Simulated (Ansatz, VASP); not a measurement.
# Cross-check of H7C5SNO5 (H7C5SNO5 (P2_1/c)) between VASP and Ansatz, part 2 of 2

Wanted: the spread between two codes on one cell, functional and k mesh. The cell is taken from a series of runs on this material, whose earlier steps may have relaxed, scaled, displaced or heated it; both programs get it as it stands.

VASP 6.6.1 and Ansatz 0.2.0.

So far: The structure; Ansatz: single point, PBE with D3(BJ).

## 3. VASP: single point, PBE with D3(BJ)

Level of this step: PBE with D3(BJ); plane waves and PAW (H, C, S, N, O) (VASP).

The same cell, functional and mesh now go to VASP, with its own data sets.

Lines of VASP's logs that name or quote its potential files are left out, and so is its time.

INCAR

```
SYSTEM = H7C5SNO5
PREC = Accurate
ENCUT = 600
EDIFF = 1E-06
NELM = 120
ISMEAR = 0
SIGMA = 0.01
LREAL = Auto
ALGO = Normal
GGA = PE
IVDW = 12
NBANDS = 378
LORBIT = 11
LWAVE = .FALSE.
LCHARG = .FALSE.
ISIF = 2
LASPH = .TRUE.
GGA_COMPAT = .FALSE.
EFERMI = MIDGAP
```

POSCAR

```
H7C5SNO5
1.0
   10.4467200000     -0.0072900000     -0.0538400000
   -0.0074700000     10.7573400000     -0.0040100000
   -1.6181700000     -0.0040100000     13.4115100000
H C S N O
56 40 8 8 40
Direct
    0.9189000000      0.3982900000      0.1764000000
    0.0817200000      0.8968100000      0.0732700000
    0.0823600000      0.6022100000      0.3236100000
    0.9194700000      0.1035600000      0.4258800000
    0.1326100000      0.3488700000      0.4473200000
    0.8687900000      0.8490500000      0.3026200000
    0.8686300000      0.6512500000      0.0522300000
    0.1334300000      0.1512500000      0.1974800000
    0.3959900000      0.2693200000      0.1470800000
    0.6047500000      0.7696100000      0.1037100000
    0.6053900000      0.7308800000      0.3528600000
    0.3964100000      0.2305700000      0.3968800000
    0.7440800000      0.5354900000      0.1709900000
    0.2563100000      0.0343900000      0.0786100000
    0.2570100000      0.4649400000      0.3288600000
    0.7449300000      0.9658900000      0.4204200000
    0.5187500000      0.4523400000      0.1542500000
    0.4817300000      0.9521900000      0.0957500000
    0.4824400000      0.5478800000      0.3455900000
    0.5195300000      0.0480000000      0.4038100000
    0.6816900000      0.0815500000      0.1603600000
    0.3191900000      0.5807900000      0.0904200000
    0.3198600000      0.9187900000      0.3397500000
    0.6818600000      0.4194800000      0.4097600000
    0.9007000000      0.1806100000      0.1732200000
    0.1001100000      0.6789000000      0.0769400000
    0.1007800000      0.8200000000      0.3268800000
    0.9009700000      0.3215100000      0.4227400000
    0.9182600000      0.3975900000      0.6767000000
    0.0812200000      0.8969700000      0.5739300000
[... 116 atom lines left out ...]
    0.8960500000      0.7623600000      0.8961100000
    0.1057600000      0.2622900000      0.8532300000
    0.4665300000      0.2050000000      0.6487700000
    0.5326700000      0.7050100000      0.6011000000
    0.5338000000      0.7948600000      0.8513600000
    0.4674300000      0.2948600000      0.8984800000
```

KPOINTS

```
Automatic mesh
0
Gamma
1 1 1
0 0 0
```

The projector-augmented-wave data sets are H, C, S, N and O (PBE family, release 64).

The run is started by

```sh
$ export OMP_NUM_THREADS=3
$ mpirun -np 1 vasp_gam
```

Numbers of over 12 decimals in the logs are rounded to 6 here.

What it wrote:

```text
[banner, memory and clock lines left out]
running    1 mpi-ranks, on    1 nodes
[...]
Offloading initialized ...    1 GPUs detected
[...]
LDA part: xc-table for (Slater+PW92), standard interpolation
 POSCAR, INCAR and KPOINTS ok, starting setup
[...]
entering main loop
       N       E                     dE             d eps       ncg     rms          rms(c)
DAV:   1     0.587223784392E+04    0.58722E+04   -0.32603E+05   756   0.156E+03
DAV:   2    -0.273104232544E+03   -0.61453E+04   -0.57941E+04  1136   0.365E+02
DAV:   3    -0.101035191120E+04   -0.73725E+03   -0.72882E+03   888   0.136E+02
DAV:   4    -0.102959079414E+04   -0.19239E+02   -0.19161E+02   944   0.222E+01
[...]
DAV:  15    -0.946134747273E+03   -0.34391E-05   -0.49013E-05   912   0.152E-02    0.224E-02
DAV:  16    -0.946134747047E+03    0.22605E-06   -0.21371E-05   808   0.921E-03    0.760E-03
DAV:  17    -0.946134747246E+03   -0.19896E-06   -0.68660E-06   864   0.538E-03
   1 F= -.95826775E+03 E0= -.95826775E+03  d E =0.000000E+00
```

From OUTCAR (step 3):

```text
  FREE ENERGIE OF THE ION-ELECTRON SYSTEM (eV)
  ---------------------------------------------------
  free  energy   TOTEN  =      -958.2677500766 eV

  energy  without entropy=     -958.2677500766  energy(sigma->0) =     -958.26775008
```

The run ends at a pressure of -0.49 GPa, with forces up to 0.25 eV/Å.

## 4. Comparison

Known differences besides the potentials themselves: fixed occupations in Ansatz, narrow Gaussian smearing in VASP; the cutoff is 420 eV in Ansatz and 600 eV in VASP (PREC = Accurate, projectors in real space). Total energies have different zeros and are not compared.

Compared:

```tsv
quantity	Ansatz	VASP	difference
pressure (GPa)	-0.01	-0.49	+0.47
gap on the k mesh (eV)	3.938	3.938	-0.001
```

Forces on 7 of the 152 atoms, those with the largest forces and the largest differences (eV/Å; atoms numbered as in POSCAR):

```tsv
atom	Ansatz x, y, z	VASP x, y, z
O121	0.001, -0.003, -0.004	0.152, -0.158, -0.124
O122	-0.003, -0.003, 0.001	-0.153, -0.157, 0.121
O123	-0.003, 0.002, -0.001	-0.154, 0.158, 0.120
O124	0.003, 0.002, -0.001	0.154, 0.156, -0.122
O141	0.003, -0.001, -0.002	0.153, -0.155, -0.123
O142	-0.005, -0.006, 0.003	-0.156, -0.160, 0.121
O143	-0.001, 0.003, 0.001	-0.150, 0.160, 0.123
```

The forces differ by 68 meV/Å r.m.s., where the r.m.s. force is 0.004 eV/Å in Ansatz and 0.068 eV/Å in VASP: the atoms lie near their places of rest in Ansatz, so a percentage would say little (all taken over all components). A gap on the mesh is an upper bound, since the band edges may lie between its points.

## 5. What came out

```
r.m.s. force difference (single point, PBE with D3(BJ)) : 68 meV/Å
```

**Reading.** The r.m.s. force difference is 68 meV/Å (single point, PBE with D3(BJ)), beyond the 12 meV/Å picked in this series as the mark of a large difference. What causes the difference of the single point, PBE with D3(BJ) pair stays open here. How closely two codes agree says nothing of how well the functional describes the real material.

[Lines on the potential files, build, host, timing and source positions are cut from VASP's logs without a mark.]

[Logs are printed without paths, hosts, clocks, repeated set-up lines and the standing remarks that a program may print on its own settings, such as how far it seeks lower states.]

[Hosts, paths, dates, database ids (printed as entryN), source tags and the programs' standing remarks are cut or masked in the printed files.]
